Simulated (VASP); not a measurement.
Input:

```yaml
crystal:
  lattice:
    - [0.00000, 2.45310, 2.45310]
    - [2.45310, 0.00000, 2.45310]
    - [2.45310, 2.45310, 0.00000]
  atoms:
    - { symbol: Ca, position: [0.00000, 0.00000, 0.00000] }
    - { symbol: O, position: [0.50000, 0.50000, 0.50000] }
```

Calculation: PBE GGA, VASP's PBE PAW potentials (set 64) (plane waves; VASP). Run with EDIFF = 1E-4, 520 eV cut-off, 8×8×8 Γ-centred mesh, Gaussian smearing of 0.050 eV, potentials Ca_sv O.

Give the stress tensor in GPa (positive for a compressed cell).

```
-4.31   0.00   0.00
 0.00  -4.31   0.00
 0.00   0.00  -4.31
```
The pressure is its mean diagonal, -4.31 GPa.

The compound is CaO in the rock salt structure. The cell was not relaxed at this level. The run is one of a series of settings (EDIFF = 1E-4 against the base run), some of them coarse on purpose.
